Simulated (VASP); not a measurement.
These are HSEsol screened hybrid, VASP's PBE PAW potentials (set 64) (plane waves; VASP) values and carry that method's errors.

A VASP calculation is set up with these files.

File KPOINTS:
```
Automatic
0
gamma
  6 6 6
0 0 0
```

### INCAR
```
SYSTEM = KF
PREC = Accurate; ENCUT = 520; LREAL = F
LASPH = T; ISYM = 3
EDIFF = 1E-6; NELM = 60; ALGO = Normal
ISMEAR = 0; SIGMA = 0.05
GGA = PS; LHFCALC = T; AEXX = 0.25
HFSCREEN = 0.2; PRECFOCK = Fast
ISIF = 2
LWAVE = F; LCHARG = F
```

POSCAR:
```
KF
1.0
  0.0000000000   2.6829279834   2.6829279834
  2.6829279834   0.0000000000   2.6829279834
  2.6829279834   2.6829279834   0.0000000000
K F
1 1
direct
  0.0000000000   0.0000000000   0.0000000000
  0.5000000000   0.5000000000   0.5000000000
```

POTCAR, in this order: K_sv F (PBE.64 set). Program: vasp_std. Read from the step before: WAVECAR.

What VASP printed:

File OSZICAR:
```
       N       E                     dE             d eps       ncg     rms          rms(c)
DAV:   1    -0.101743037851E+02   -0.10174E+02   -0.19772E-01   384   0.589E+00    0.130E+00
DAV:   2    -0.101747427033E+02   -0.43892E-03   -0.13402E-02   496   0.118E+00    0.704E-01
DAV:   3    -0.101737596138E+02    0.98309E-03   -0.13788E-03   432   0.409E-01    0.352E-01
DAV:   4    -0.101735333529E+02    0.22626E-03   -0.29621E-04   552   0.185E-01    0.181E-01
DAV:   5    -0.101734645403E+02    0.68813E-04   -0.68870E-05   620   0.969E-02    0.985E-02
DAV:   6    -0.101734446431E+02    0.19897E-04   -0.14680E-05   488   0.453E-02    0.560E-02
DAV:   7    -0.101734387653E+02    0.58778E-05   -0.40530E-06   456   0.239E-02    0.329E-02
DAV:   8    -0.101734373679E+02    0.13974E-05   -0.14208E-06   344   0.145E-02    0.199E-02
DAV:   9    -0.101734371956E+02    0.17236E-06   -0.68408E-07   304   0.997E-03
   1 F= -.10173437E+02 E0= -.10173437E+02  d E =-.940494E-16
```

File OUTCAR:
```
------------------------ aborting loop because EDIFF is reached ----------------------------------------
  FORCE on cell =-STRESS in cart. coord.  units (eV):
  Direction    XX          YY          ZZ          XY          YZ          ZX
  --------------------------------------------------------------------------------------
  Total       -0.3298914     -0.3298914     -0.3298914      0.0000000      0.0000000     -0.0000000
  in kB      -13.6843600    -13.6843600    -13.6843600      0.0000000      0.0000000     -0.0000000
  external PRESSURE =     -13.6843600 kB  Pullay stress =       0.0000000 kB
  volume of cell :       38.62
      direct lattice vectors                 reciprocal lattice vectors
     0.000000000  2.682927983  2.682927983    -0.186363556  0.186363556  0.186363556
     2.682927983  0.000000000  2.682927983     0.186363556 -0.186363556  0.186363556
     2.682927983  2.682927983  0.000000000     0.186363556  0.186363556 -0.186363556
  FREE ENERGIE OF THE ION-ELECTRON SYSTEM (eV)
  ---------------------------------------------------
  free  energy   TOTEN  =       -10.1734371956 eV

  energy  without entropy=      -10.1734371956  energy(sigma->0) =      -10.17343720

  exchange ACFDT corr.  =         0.00000000  see jH, gK, PRB 81, 115126
```
(Selected blocks of OUTCAR.)

The compound is KF in the rock salt structure. This cell is one point of a volume scan, at 0.97 of the reference volume. The cell's shape comes from a PBE relaxation.
